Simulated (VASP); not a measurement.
Here is a VASP 6.6.1 calculation.

INCAR

```
SYSTEM = SnSe
ALGO = Fast ; DIPOL = 0.5 0.5 0.500
EDIFF = 1E-6 ; EDIFFG = -0.005
ENCUT = 520 ; IBRION = 2
IDIPOL = 3 ; ISIF = 2
ISMEAR = -1 ; LASPH = .True.
LCHARG = .False. ; LDIPOL = .True.
LREAL = .False. ; LWAVE = .False.
NELM = 80 ; NSW = 40
PREC = Accurate ; SIGMA = 0.05
```

Contents of KPOINTS:

```
k-points
0
Gamma
  5 5 1
  0 0 0
```

The input POSCAR:

```
SnSe
1.0
    4.2567828227      0.0000000000      0.0000000000
    0.0000000000      4.2567828227      0.0000000000
    0.0000000000      0.0000000000     24.0300000000
Sn Se
4 4
Selective dynamics
Direct
    0.5000000000      0.5000000000      0.3121098627  F F F
    0.0000000000      0.0000000000      0.4373699542  F F F
    0.5000000000      0.5000000000      0.5626300458  T T T
    0.0000000000      0.0000000000      0.6878901373  T T T
    0.0000000000      0.0000000000      0.3121098627  F F F
    0.5000000000      0.5000000000      0.4373699542  F F F
    0.0000000000      0.0000000000      0.5626300458  T T T
    0.5000000000      0.5000000000      0.6878901373  T T T
```

Potentials or basis: VASP PAW LDA potentials, release 64 (Sn_d, Se).

Launch:

```bash
$ cat potpaw_LDA.64/Sn_d/POTCAR potpaw_LDA.64/Se/POTCAR > POTCAR
$ mpirun -np 1 vasp_std > vasp.out
```

Problem. Estimate the energy gained by relaxing.

Solution. 17.4 meV/atom.

Problem. Estimate the band gap on the k mesh.

Solution. 0.56 eV, direct.

Final structure:
```yaml
crystal:
  lattice:
    - [4.25678, 0.00000, 0.00000]
    - [0.00000, 4.25678, 0.00000]
    - [0.00000, 0.00000, 24.03000]
  atoms:
    - { symbol: Sn, position: [0.50000, 0.50000, 0.31211] }
    - { symbol: Sn, position: [0.00000, 0.00000, 0.43737] }
    - { symbol: Sn, position: [0.50000, 0.50000, 0.56505] }
    - { symbol: Sn, position: [0.00000, 0.00000, 0.67851] }
    - { symbol: Se, position: [0.00000, 0.00000, 0.31211] }
    - { symbol: Se, position: [0.50000, 0.50000, 0.43737] }
    - { symbol: Se, position: [0.00000, 0.00000, 0.56400] }
    - { symbol: Se, position: [0.50000, 0.50000, 0.68072] }
```

Caveat: spin-orbit coupling is left out, which moves the levels of the heavy elements.
